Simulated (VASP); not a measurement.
Runs of VASP 6.6.1 on I2. The cell holds a molecule in a box, 2 atoms: a = 12.980 Å, b = 13.480 Å, c = 13.980 Å, α = 90.00°, β = 90.00°, γ = 90.00°. 

```tsv
task	level	cell	atoms held fixed (from 0)	gap on the mesh (eV)	largest force (eV/Å)
single point	PBE	as given	-	1.82	0.01
single point	RPBE+D3(BJ)	as given	-	1.85	(a)
relaxation of the atoms	PBE+D3(BJ)	atoms relaxed	[0]	1.82	-
single point	RPBE	as given	-	1.85	0.13
```

Alike in all rows: potentials or basis VASP PAW PBE potentials, release 64 (I); no spin polarisation; k mesh 1 × 1 × 1; cutoff (eV) 400; smearing gaussian 0.01 eV.

Estimate the missing entries.

(a) 0.36.

Caveats: spin-orbit coupling is left out, which moves the levels of the heavy elements; the PAW data sets were made with another functional, which shifts forces and pressure a little (some runs).

A k mesh can miss the band edges, and the runs leave out spin-orbit coupling on I.
